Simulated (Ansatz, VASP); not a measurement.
# Ti19Si56O54 (amorphous TiO2 against Si(100), 6.0 A): VASP beside Ansatz

One calculation is typed for both programs; each brings its own data sets. How far apart do they land? Of the first pair: The structure shown is the start of the Ansatz relaxation below; VASP solves that cell, so the two are compared at the walk's first step.

Program: Ansatz 0.2.0. Level of theory: plane waves, with VASP 6.6.1 beside it; single point at PBE. Results are calculated unless marked as measured.

## Step 1: The starting structure

The cell holds 129 atoms: 56 Si, 19 Ti and 54 O. Its edges and angles: a = 10.900 Å, b = 10.900 Å, c = 16.767 Å, α = 90.0°, β = 90.0°, γ = 90.0°. It derives from Si (7 planes of diamond Si(100)). A slab of 7 planes of diamond Si(100) (starting lattice constant a = 5.45 A), 10.90 x 10.90 A in plane. 73 atoms (19 Ti, 54 O) packed at random between the slab and its periodic image at 3.55 g/cm^3 (a layer of 7.0 A) and pushed apart as soft spheres. Langevin MD at fixed cell with the MACE-MP-0b2 small potential (Batatia et al., arXiv:2401.00096), steps of 2 fs: 0.84 ps at 2800 K with the crystal held, 2800 to 800 K in 2.4 ps with the crystal held, 800 to 300 K in 1.2 ps with its inner planes held; soft walls kept the melt out of the crystal while it was held. Then all atoms and the cell's height relaxed. The structure's axis is c.

## Step 2: Ansatz: relaxation, PBE

Ansatz runs on its default PAW (the set named soft_2) files.

The two programs are compared at the cell with which this relaxation starts, whose forces are those of its first step.

Contents of input.yaml:

```yaml
crystal:
  lattice:
    - [10.9, 0.0, 0.0]
    - [0.0, 10.9, 0.0]
    - [0.0, 0.0, 16.76657]
  atoms:
    - { symbol: Si, position: [0.00366, 0.99398, 0.29277] }
    - { symbol: Si, position: [0.11425, 0.1383, 0.0481] }
    - { symbol: Si, position: [0.0075, 0.25965, 0.13989] }
    - { symbol: Si, position: [0.13975, 0.37488, 0.2168] }
    - { symbol: Si, position: [0.24447, 0.99884, 0.12633] }
    - { symbol: Si, position: [0.37567, 0.11892, 0.21159] }
    - { symbol: Si, position: [0.25535, 0.24131, 0.29636] }
    - { symbol: Si, position: [0.41211, 0.39635, 0.04615] }
    - { symbol: Si, position: [0.12975, 0.11117, 0.3754] }
    - { symbol: Si, position: [0.01046, 0.2415, 0.45811] }
    - { symbol: Si, position: [0.15581, 0.33185, 0.56556] }
    - { symbol: Si, position: [0.24338, 0.9755, 0.4614] }
    - { symbol: Si, position: [0.33815, 0.11945, 0.54557] }
    - { symbol: Si, position: [0.37937, 0.36561, 0.37874] }
    - { symbol: Si, position: [0.00951, 0.49692, 0.2945] }
    - { symbol: Si, position: [0.15279, 0.67726, 0.98216] }
    - { symbol: Si, position: [0.98792, 0.7649, 0.12653] }
    - { symbol: Si, position: [0.129, 0.86987, 0.21238] }
    - { symbol: Si, position: [0.26187, 0.49434, 0.1303] }
    - { symbol: Si, position: [0.38306, 0.62171, 0.21275] }
    - { symbol: Si, position: [0.25455, 0.7428, 0.29424] }
    - { symbol: Si, position: [0.35806, 0.86538, 0.04204] }
    - { symbol: Si, position: [0.13151, 0.61836, 0.37647] }
    - { symbol: Si, position: [0.99879, 0.74102, 0.45279] }
    - { symbol: Si, position: [0.11534, 0.84619, 0.55434] }
    - { symbol: Si, position: [0.25356, 0.4908, 0.4604] }
    - { symbol: Si, position: [0.40425, 0.60023, 0.53767] }
    - { symbol: Si, position: [0.37782, 0.86654, 0.37681] }
    - { symbol: Si, position: [0.49886, 0.99418, 0.29477] }
    - { symbol: Si, position: [0.64323, 0.14961, 0.04947] }
[... 93 atom lines left out ...]
    - { symbol: O, position: [0.24071, 0.61414, 0.77201] }
    - { symbol: O, position: [0.54035, 0.66914, 0.7067] }
    - { symbol: O, position: [0.48941, 0.77304, 0.85799] }
    - { symbol: O, position: [0.35891, 0.17536, 0.86109] }
    - { symbol: O, position: [0.03936, 0.34185, 0.63063] }
    - { symbol: O, position: [0.79534, 0.6362, 0.72539] }
kpoints:
  mp_grid: { grid: [1, 1, 1] }
hamiltonian:
  xc: pbe
scf:
  occupations: { method: fermi_dirac, width: 0.025 }
output:
  forces: true
relax:
  f_tol: 0.08
  max_steps: 90
  cell: { fix: [a, b, alpha, beta, gamma] }
```

Run with:

```
$ ansatz run input.yaml --threads 8 --pin off --max-ram 15872MiB --backend cpu --events-out ev --progress --plain --runs-dir out
```

Numbers of over 12 decimals in the logs are rounded to 6 here.

The program printed:

```text
Engine: ansatz 0.2.0, aarch64-unknown-linux-gnu
Pseudopotentials: kind: paw
Pseudopotential: Si, paw, valence charge 4, recommended cutoff 420 eV (normal), Si.paw.azcp
Pseudopotential: Ti, paw, valence charge 12, recommended cutoff 420 eV (normal), Ti.paw.azcp
Pseudopotential: O, paw, valence charge 6, recommended cutoff 420 eV (normal), O.paw.azcp
Functional definition: PBE
  parameter kappa = 0.804
  parameter beta = 0.066725
  exchange = pbe_x(kappa = kappa, mu = beta*pi^2/3)
  correlation = pbe_c(beta = beta)
Crystal: 129 atoms, lattice volume = 1992.036 Å³
Basis set: ecut = 420 eV, 38849 PW (Γ), exchange–correlation on 150×150×240 points (8 copies of the dense FFT grid, shifted against one another)
Bands: 517, of which v1, the nominal top of the filled ones, is band 388 counted from 1 (387 counted from 0)
Symmetry: 1 space group operations
Space group: P1 (ITA 1), of the structure as read, at distance tolerance 1.3e-4 Å
k-points: 1
Non-local potential: Si, projectors of the file, l = 0: 2, l = 1: 2, l = 2: 2
Non-local potential: Ti, projectors of the file, l = 0: 3, l = 1: 2, l = 2: 3, l = 3: 1
Non-local potential: O, projectors of the file, l = 0: 2, l = 1: 2, l = 2: 1
PAW form: soft (Blöchl's): semilocal exchange-correlation on the pseudo side does not see the compensation charge
PAW one-centre angular grid: Si, 110 points (default); XC on 64 Gauss nodes
PAW one-centre angular grid: Ti, 590 points (default); XC on 64 Gauss nodes
PAW one-centre angular grid: O, 110 points (default); XC on 64 Gauss nodes
Initial density: superposition of atomic densities (neutral atoms: chi_scale 0, normalization atom), corrected by the library's trained network
Initial wavefunctions: pseudopotential atomic-orbital guess
Functional: x = pbe(κ = 0.804, μ = 0.219515), c = pbe(β = 0.066725)
SCF iter   1: F=—  HF=-113814.900104 eV  |F-HF|=—  |Δ(HF+E_count)|=         —  Δρ=1.30e-2  dr2=8.74e0  ethr=1.77e-3  ⟨swp⟩=6.0  Hψ=2274  notcnv=0  defer=13
preconditioner: auto → LDOS  [insulator: Δε(μ)=0.186 eV  Ē_g=9.513 eV  σ=0.025 eV  W_gap=0.95  n_scr=412 (ndim 8)  ℏωp=20.6 eV  f_vac=0.036  D(μ)=4.52/eV (n_scr^D=6)  ε∞_Penn≈5.7  β→1.0]
SCF iter   2: F=—  HF=-113814.862349 eV  |F-HF|=—  |Δ(HF+E_count)|=   3.78e-2  Δρ=1.44e-2  dr2=1.17e1  ethr=1.13e-3  ⟨swp⟩=2.0  Hψ=627  notcnv=0  defer=94
SCF iter   3: F=—  HF=-113814.337849 eV  |F-HF|=—  |Δ(HF+E_count)|=   5.24e-1  Δρ=2.43e-3  dr2=2.54e-1  ethr=1.13e-3  ⟨swp⟩=2.0  Hψ=461  notcnv=0  defer=94
SCF iter   4: F=—  HF=-113814.320360 eV  |F-HF|=—  |Δ(HF+E_count)|=   1.75e-2  Δρ=1.32e-3  dr2=5.36e-2  ethr=3.27e-5  ⟨swp⟩=3.0  Hψ=897  notcnv=0  defer=93
SCF iter   5: F=—  HF=-113814.318656 eV  |F-HF|=—  |Δ(HF+E_count)|=   1.70e-3  Δρ=1.08e-3  dr2=3.14e-2  ethr=6.91e-6  ⟨swp⟩=2.0  Hψ=748  notcnv=0  defer=93
SCF iter   6: F=—  HF=-113814.315214 eV  |F-HF|=—  |Δ(HF+E_count)|=   3.44e-3  Δρ=4.31e-4  dr2=6.22e-3  ethr=4.04e-6  ⟨swp⟩=2.0  Hψ=653  notcnv=0  defer=93
SCF iter   7: F=—  HF=-113814.314919 eV  |F-HF|=—  |Δ(HF+E_count)|=   2.95e-4  Δρ=2.56e-4  dr2=2.13e-3  ethr=8.02e-7  ⟨swp⟩=2.0  Hψ=624  notcnv=0  defer=93
SCF iter   8: F=—  HF=-113814.314729 eV  |F-HF|=—  |Δ(HF+E_count)|=   1.90e-4  Δρ=1.44e-4  dr2=7.24e-4  ethr=2.74e-7  ⟨swp⟩=2.0  Hψ=687  notcnv=0  defer=93
SCF iter   9: F=—  HF=-113814.314714 eV  |F-HF|=—  |Δ(HF+E_count)|=   1.46e-5  Δρ=8.57e-5  dr2=2.28e-4  ethr=9.32e-8  ⟨swp⟩=2.0  Hψ=683  notcnv=0  defer=93
SCF iter  10: F=—  HF=-113814.314705 eV  |F-HF|=—  |Δ(HF+E_count)|=   9.37e-6  Δρ=5.03e-5  dr2=8.35e-5  ethr=2.94e-8  ⟨swp⟩=2.0  Hψ=683  notcnv=0  defer=93
SCF iter  11: F=—  HF=-113814.312480 eV  |F-HF|=—  |Δ(HF+E_count)|=   2.22e-3  Δρ=3.27e-5  dr2=3.82e-5  ethr=1.08e-8  ⟨swp⟩=3.0  Hψ=831  notcnv=0  defer=93
SCF iter  12: F=—  HF=-113814.312479 eV  |F-HF|=—  |Δ(HF+E_count)|=   1.33e-6  Δρ=1.75e-5  dr2=1.03e-5  ethr=4.93e-9  ⟨swp⟩=2.0  Hψ=683  notcnv=0  defer=93
SCF iter  13: F=—  HF=-113814.312479 eV  |F-HF|=—  |Δ(HF+E_count)|=   5.64e-7  Δρ=1.02e-5  dr2=3.20e-6  ethr=1.32e-9  ⟨swp⟩=2.0  Hψ=713  notcnv=0  defer=93
SCF iter  14: F=—  HF=-113814.312479 eV  |F-HF|=—  |Δ(HF+E_count)|=   6.64e-8  Δρ=6.05e-6  dr2=1.29e-6  ethr=4.12e-10  ⟨swp⟩=2.0  Hψ=713  notcnv=0  defer=93
SCF iter  15: F=—  HF=-113814.312479 eV  |F-HF|=—  |Δ(HF+E_count)|=   9.37e-9  Δρ=3.29e-6  dr2=3.96e-7  ethr=1.66e-10  ⟨swp⟩=2.0  Hψ=713  notcnv=0  defer=93
SCF iter  16: F=—  HF=-113814.312479 eV  |F-HF|=—  |Δ(HF+E_count)|=   1.70e-8  Δρ=1.86e-6  dr2=1.23e-7  ethr=5.10e-11  ⟨swp⟩=2.0  Hψ=714  notcnv=0  defer=93
SCF iter  17: F=-113814.312479 eV  HF=-113814.312479 eV  |F-HF|=3.57e-8  |Δ(HF+E_count)|=  2.91e-10  Δρ=1.09e-6  dr2=4.21e-8  ethr=1.29e-11  ⟨swp⟩=3.0  Hψ=1199  notcnv=0
SCF 1 converged in 17 iterations: F = -113814.312479 eV  dr2 = 4.21e-8
[...]
- { symbol: Si, position: [0.129433, 0.599905, 0.376122] }
    - { symbol: Si, position: [0.994536, 0.723827, 0.446183] }
    - { symbol: Si, position: [0.111634, 0.834032, 0.531645] }
    - { symbol: Si, position: [0.250513, 0.482626, 0.462384] }
    - { symbol: Si, position: [0.403798, 0.599475, 0.525250] }
    - { symbol: Si, position: [0.383041, 0.861002, 0.378894] }
    - { symbol: Si, position: [0.500479, 0.981422, 0.288408] }
    - { symbol: Si, position: [0.637268, 0.165504, 0.058870] }
    - { symbol: Si, position: [0.490670, 0.258572, 0.139113] }
    - { symbol: Si, position: [0.634683, 0.369703, 0.217166] }
    - { symbol: Si, position: [0.746671, 0.00912069, 0.126460] }
    - { symbol: Si, position: [0.889011, 0.113510, 0.209490] }
    - { symbol: Si, position: [0.756700, 0.231142, 0.293681] }
    - { symbol: Si, position: [0.863061, 0.358207, 0.061200] }
    - { symbol: Si, position: [0.623932, 0.102737, 0.369227] }
    - { symbol: Si, position: [0.491183, 0.204687, 0.456273] }
    - { symbol: Si, position: [0.637423, 0.387339, 0.545146] }
    - { symbol: Si, position: [0.765489, 1.002653, 0.455025] }
    - { symbol: Si, position: [0.873794, 0.138842, 0.545423] }
    - { symbol: Si, position: [0.887368, 0.340889, 0.381741] }
    - { symbol: Si, position: [0.505721, 0.487052, 0.298488] }
    - { symbol: Si, position: [0.651229, 0.645085, 0.054371] }
    - { symbol: Si, position: [0.502960, 0.752159, 0.127544] }
    - { symbol: Si, position: [0.633155, 0.869622, 0.206563] }
    - { symbol: Si, position: [0.757720, 0.504485, 0.135960] }
    - { symbol: Si, position: [0.899190, 0.607245, 0.214796] }
    - { symbol: Si, position: [0.763960, 0.742265, 0.285865] }
    - { symbol: Si, position: [0.781690, 0.887890, 0.013039] }
    - { symbol: Si, position: [0.637975, 0.616728, 0.368722] }
    - { symbol: Si, position: [0.521124, 0.744366, 0.454845] }
    - { symbol: Si, position: [0.674217, 0.847638, 0.529518] }
    - { symbol: Si, position: [0.755724, 0.480129, 0.446976] }
    - { symbol: Si, position: [0.857069, 0.616393, 0.527335] }
    - { symbol: Si, position: [0.880867, 0.867603, 0.371699] }
    - { symbol: Ti, position: [0.00237263, 0.959800, 0.687192] }
    - { symbol: Ti, position: [0.846511, 0.586473, 0.808629] }
    - { symbol: Ti, position: [0.642381, 0.311149, 0.749438] }
    - { symbol: Ti, position: [0.450322, 0.472395, 0.648875] }
    - { symbol: Ti, position: [0.184154, 0.770883, 0.701983] }
    - { symbol: Ti, position: [0.409220, 0.677528, 0.788949] }
    - { symbol: Ti, position: [0.882393, 0.338616, 0.870836] }
    - { symbol: Ti, position: [0.655447, 0.778367, 0.878204] }
    - { symbol: Ti, position: [0.161646, 0.508113, 0.838192] }
    - { symbol: Ti, position: [0.977004, 0.862023, 0.846913] }
    - { symbol: Ti, position: [0.936335, 0.089453, 0.905983] }
    - { symbol: Ti, position: [0.653202, 0.732926, 0.683990] }
    - { symbol: Ti, position: [0.563203, 0.476142, 0.923001] }
    - { symbol: Ti, position: [0.408353, 0.344186, 0.844968] }
    - { symbol: Ti, position: [0.474123, 0.052323, 0.906953] }
    - { symbol: Ti, position: [0.731425, 0.000927, 0.710045] }
    - { symbol: Ti, position: [0.186657, 0.174273, 0.862099] }
    - { symbol: Ti, position: [0.907379, 0.383165, 0.647275] }
    - { symbol: Ti, position: [0.347830, 1.007318, 0.724561] }
    - { symbol: O, position: [0.186849, 0.742593, 0.595652] }
    - { symbol: O, position: [0.773844, 0.747599, 0.047678] }
    - { symbol: O, position: [0.173343, 0.557979, 0.940209] }
    - { symbol: O, position: [0.866898, 0.066769, 0.636070] }
    - { symbol: O, position: [0.747874, 0.264263, 0.043163] }
    - { symbol: O, position: [0.595616, 0.330774, 0.856487] }
    - { symbol: O, position: [0.196770, 0.174205, 0.975776] }
    - { symbol: O, position: [0.910645, 0.537144, 0.603447] }
    - { symbol: O, position: [0.915896, 0.393654, 0.972675] }
    - { symbol: O, position: [0.500128, 0.467653, 0.536104] }
    - { symbol: O, position: [0.752815, 0.719744, 0.565701] }
    - { symbol: O, position: [0.249874, 0.211402, 0.570358] }
    - { symbol: O, position: [0.099246, 0.774990, 0.898361] }
    - { symbol: O, position: [0.467385, 0.349502, 0.736546] }
    - { symbol: O, position: [0.405012, 0.044703, 0.623761] }
    - { symbol: O, position: [0.824440, 0.358927, 0.745911] }
    - { symbol: O, position: [0.434686, 0.530918, 0.848445] }
    - { symbol: O, position: [0.227723, 0.355022, 0.831742] }
    - { symbol: O, position: [0.833526, 0.735958, 0.856896] }
    - { symbol: O, position: [0.023512, 0.242617, 0.860281] }
    - { symbol: O, position: [0.650574, 0.896851, 0.623279] }
    - { symbol: O, position: [0.886426, 0.920299, 0.944040] }
    - { symbol: O, position: [0.661174, 0.149994, 0.729144] }
    - { symbol: O, position: [0.472408, 0.010505, 0.799039] }
[...]
- { symbol: O, position: [0.538899, 0.501436, 0.041997] }
    - { symbol: O, position: [0.395735, 0.946477, 0.972049] }
    - { symbol: O, position: [0.232819, 0.623433, 0.768894] }
    - { symbol: O, position: [0.509153, 0.633737, 0.699953] }
    - { symbol: O, position: [0.491070, 0.770139, 0.856828] }
    - { symbol: O, position: [0.374656, 0.181590, 0.885475] }
    - { symbol: O, position: [0.067190, 0.344074, 0.635410] }
    - { symbol: O, position: [0.763083, 0.623925, 0.717292] }
```

In the SCF lines HF is the Harris–Foulkes energy and dr2 the Hartree energy of the density residual, in eV; the loop may stop once dr2 is under the threshold and the program's other checks hold. Hψ counts applications of the Hamiltonian.

## Step 3: VASP: single point, PBE, start cell, pair 1

The same cell, functional, mesh and smearing now go to VASP, with its own data sets.

Lines of VASP's logs that name or quote its potential files are left out, and so is its time.

Contents of INCAR:

```
SYSTEM = Ti19Si56O54
PREC = Accurate
ENCUT = 520
EDIFF = 1E-06
NELM = 120
ISMEAR = -1
SIGMA = 0.025
LREAL = Auto
ALGO = Normal
GGA = PE
NBANDS = 480
LASPH = .TRUE.
LORBIT = 11
LWAVE = .FALSE.
LCHARG = .FALSE.
ISIF = 2
GGA_COMPAT = .FALSE.
EFERMI = MIDGAP
NCORE = 4
```

Contents of POSCAR:

```
Ti19Si56O54
1.0
   10.9000000000      0.0000000000      0.0000000000
    0.0000000000     10.9000000000      0.0000000000
    0.0000000000      0.0000000000     16.7665700000
Si Ti O
56 19 54
Direct
    0.0036605505      0.9939816514      0.2927670955
    0.1142477064      0.1383027523      0.0481016690
    0.0075045872      0.2596513761      0.1398914626
    0.1397522936      0.3748807339      0.2168004547
    0.2444678899      0.9988440367      0.1263287601
    0.3756697248      0.1189174312      0.2115877010
    0.2553486239      0.2413119266      0.2963575734
    0.4121100917      0.3963486239      0.0461513595
    0.1297522936      0.1111743119      0.3754017667
    0.0104587156      0.2415045872      0.4581080090
    0.1558073394      0.3318532110      0.5655599207
    0.2433761468      0.9754954128      0.4614002745
    0.3381467890      0.1194495413      0.5455677577
    0.3793669725      0.3656055046      0.3787417462
    0.0095137615      0.4969174312      0.2945026920
    0.1527889908      0.6772568807      0.9821627202
    0.9879174312      0.7648990826      0.1265315446
    0.1290000000      0.8698715596      0.2123809461
    0.2618715596      0.4943394495      0.1303009500
    0.3830642202      0.6217064220      0.2127507296
    0.2545504587      0.7427981651      0.2942402650
    0.3580642202      0.8653761468      0.0420419919
    0.1315137615      0.6183577982      0.3764693673
    0.9987889908      0.7410183486      0.4527878988
    0.1153394495      0.8461926606      0.5543411682
    0.2535596330      0.4907981651      0.4603982806
    0.4042477064      0.6002293578      0.5376710919
    0.3778165138      0.8665412844      0.3768093295
    0.4988623853      0.9941834862      0.2947710832
    0.6432293578      0.1496055046      0.0494674820
[... 93 atom lines left out ...]
    0.2407064220      0.6141376147      0.7720124033
    0.5403486239      0.6691376147      0.7066979114
    0.4894128440      0.7730366972      0.8579870540
    0.3589082569      0.1753577982      0.8610884635
    0.0393577982      0.3418532110      0.6306298784
    0.7953394495      0.6362018349      0.7253898681
```

Contents of KPOINTS:

```
Automatic mesh
0
Gamma
1 1 1
0 0 0
```

Potentials, in the order of the species: Si, Ti_sv and O (PBE family, release 64).

Run with:

```
$ mpirun -np 16 vasp_gam
```

The program printed:

```text
[banner, memory and clock lines left out]
running   16 mpi-ranks, on    1 nodes
[...]
LDA part: xc-table for (Slater+PW92), standard interpolation
 POSCAR, INCAR and KPOINTS ok, starting setup
[...]
entering main loop
       N       E                     dE             d eps       ncg     rms          rms(c)
DAV:   1     0.104088040183E+05    0.10409E+05   -0.41185E+05   960   0.171E+03
DAV:   2     0.101736421921E+04   -0.93914E+04   -0.88700E+04   992   0.479E+02
DAV:   3    -0.926275640339E+03   -0.19436E+04   -0.18723E+04  1256   0.204E+02
DAV:   4    -0.110093179223E+04   -0.17466E+03   -0.17331E+03  1304   0.652E+01
[...]
DAV:  29    -0.928509164329E+03    0.16617E-05   -0.17874E-05  1304   0.114E-02    0.185E-02
DAV:  30    -0.928509163228E+03    0.11012E-05   -0.75621E-06  1008   0.730E-03    0.121E-02
DAV:  31    -0.928509162822E+03    0.40567E-06   -0.36073E-06   808   0.436E-03
   1 F= -.92850916E+03 E0= -.92845981E+03  d E =-.987125E-01
```

From OUTCAR (step 3):

```text
  FREE ENERGIE OF THE ION-ELECTRON SYSTEM (eV)
  ---------------------------------------------------
  free  energy   TOTEN  =      -928.5091628221 eV

  energy  without entropy=     -928.4104503008  energy(sigma->0) =     -928.45980656

[... 1 further part left out ...]
```

This run has no spin polarisation, so a moment on Ti, if there is one, isn't seen.

## Step 4: Differences

Known differences besides the potentials themselves: the cutoff is 420 eV in Ansatz and 520 eV in VASP (PREC = Accurate, projectors in real space). Total energies have different zeros and are not compared.

Forces on 10 of the 129 atoms, those with the largest forces and the largest differences (eV/Å; atoms numbered as in POSCAR):

```csv
atom,"Ansatz x, y, z","VASP x, y, z"
Si39,"-0.561, 0.336, -1.358","-0.536, 0.356, -1.415"
Si44,"0.383, 0.430, 1.755","0.375, 0.406, 1.811"
Ti60,"-0.158, 0.368, 2.136","-0.086, 0.302, 2.140"
Ti62,"-0.132, -0.176, -0.270","-0.229, -0.233, -0.310"
Ti63,"-0.008, -0.316, -0.437","0.019, -0.197, -0.506"
Ti68,"-0.189, -1.029, 1.576","-0.165, -1.005, 1.518"
Ti74,"0.476, -0.006, 2.352","0.408, -0.019, 2.416"
Ti75,"-0.133, -0.809, 1.462","-0.129, -0.856, 1.462"
O89,"0.053, 0.284, -2.004","0.050, 0.275, -2.043"
O117,"0.219, 0.112, -0.196","0.103, 0.061, -0.178"
```

The forces differ by 30 meV/Å r.m.s., which is 7.3 % of the r.m.s. force of 0.418 eV/Å (both taken over all components).

(Continued in part 2 of 2.)

[Lines on the potential files, build, host, timing and source positions are cut from VASP's logs without a mark.]

[Logs are printed without paths, hosts, clocks, repeated set-up lines and the standing remarks that a program may print on its own settings, such as how far it seeks lower states.]

[Hosts, paths, dates, database ids (printed as entryN), source tags and the programs' standing remarks are cut or masked in the printed files.]
